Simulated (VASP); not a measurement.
OSZICAR of a VASP run on ZrCu5 (atoms displaced from the space group 216 structure):

**OSZICAR**
```
       N       E                     dE             d eps       ncg     rms          rms(c)
DAV:   1     0.552742660861E+03    0.55274E+03   -0.20667E+04  2888   0.182E+03
DAV:   2     0.193731283053E+02   -0.53337E+03   -0.52017E+03  2896   0.432E+02
DAV:   3    -0.363972357635E+02   -0.55770E+02   -0.53091E+02  3472   0.184E+02
DAV:   4    -0.398465304160E+02   -0.34493E+01   -0.34168E+01  5032   0.445E+01
DAV:   5    -0.399267479579E+02   -0.80218E-01   -0.80170E-01  4408   0.681E+00    0.254E+01
DAV:   6    -0.388495595292E+02    0.10772E+01   -0.88448E+01  3200   0.163E+02    0.142E+01
DAV:   7    -0.332124913487E+02    0.56371E+01   -0.22250E+01  3504   0.833E+01    0.352E+00
DAV:   8    -0.334897763551E+02   -0.27729E+00   -0.37732E+00  4160   0.503E+01    0.465E+00
DAV:   9    -0.332961360332E+02    0.19364E+00   -0.75270E-01  3744   0.315E+01    0.229E+00
DAV:  10    -0.332361820468E+02    0.59954E-01   -0.29180E-01  4488   0.904E+00    0.864E-01
DAV:  11    -0.332336324130E+02    0.25496E-02   -0.80667E-02  4248   0.730E+00    0.481E-01
DAV:  12    -0.332310236684E+02    0.26087E-02   -0.30636E-02  3840   0.388E+00    0.259E-01
DAV:  13    -0.332293614291E+02    0.16622E-02   -0.74183E-03  4112   0.123E+00    0.587E-02
DAV:  14    -0.332294180543E+02   -0.56625E-04   -0.84624E-04  4552   0.599E-01    0.601E-02
DAV:  15    -0.332294047884E+02    0.13266E-04   -0.11070E-04  3928   0.333E-01    0.445E-02
DAV:  16    -0.332293806460E+02    0.24142E-04   -0.92927E-05  3744   0.145E-01    0.122E-02
DAV:  17    -0.332293803562E+02    0.28982E-06   -0.15721E-05  4824   0.717E-02    0.607E-03
DAV:  18    -0.332293798067E+02    0.54955E-06   -0.92467E-07  1536   0.535E-02
   1 F= -.33229380E+02 E0= -.33227496E+02  d E =-.376746E-02
```

Problem. Which electronic solver shows in the log?

Solution. It is blocked Davidson (ALGO = Normal, or the opening steps of other solvers). The INCAR had ALGO = Normal.

Problem. Can the final energy be trusted as converged?

Solution. The calculation finished and met its thresholds. It stopped with EDIFF = 1E-6, NELM = 100 (LDA (Ceperley-Alder, Perdew-Zunger), plane waves, VASP's LDA PAW potentials (set 64)).

The structure comes from a computed database's ZrCu5 entry; how it stands against other phases isn't given here. The cell was not relaxed at this level, atoms are displaced from their ideal sites. The k-mesh is coarse (spacing up to 0.40 per Å, 2π included), so the numbers may not be converged in it. The electron count is odd and the run is not spin-polarised, which forces a metal.
